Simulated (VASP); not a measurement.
```
Mo
1.0
   -1.60555     1.60555     1.60555
    1.60555    -1.60555     1.60555
    1.60555     1.60555    -1.60555
Mo
1
Direct
  0.00000   0.00000   0.00000
```

All values below come from RPBE GGA, VASP's PBE PAW potentials (set 64) (plane waves; VASP). Run with 520 eV cut-off, 16×16×16 Γ-centred mesh, first-order Methfessel-Paxton smearing of 0.10 eV, potentials Mo_sv.

**Question.** Predict the energy per atom (σ→0), pressure, band gap (on the k-mesh) with the smallest direct gap where there is one.

**Answer.** 
```yaml
band gap (on the k-mesh): none (metal, semimetal or under 0.01 eV)
energy per atom (σ→0): -10.353 eV/atom
pressure: -7.65 GPa
```

The compound is Mo in the bcc structure. This cell is one point of a volume scan, at 1.03 of the reference volume.
